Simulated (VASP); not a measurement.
Given:

```xyz
1
Lattice="0.0000 1.9739 1.9739 1.9739 0.0000 1.9739 1.9739 1.9739 0.0000" Properties=species:S:1:pos:R:3 pbc="T T T"
Pt     0.0000     0.0000     0.0000
```

These are optB86b-vdW, VASP's PBE PAW potentials (set 64) (plane waves; VASP 6.6.1) values and carry that method's errors. Numerical set-up: 520 eV cut-off, 18×18×18 Γ-centred mesh, tetrahedra with Blöchl corrections, potentials Pt.

Unless said otherwise, spin-orbit coupling is left out, though it shifts the bands of the heavy elements here.

Problem. Estimate the energy per atom (σ→0), band gap (on the k-mesh) with the smallest direct gap where there is one.

Solution. 
```yaml
band gap (on the k-mesh): none (metal, semimetal or under 0.01 eV)
energy per atom (σ→0): -3.825 eV/atom
```

Only differences to runs with the same potentials and settings are physical.

The compound is Pt in the fcc structure. It was relaxed first.
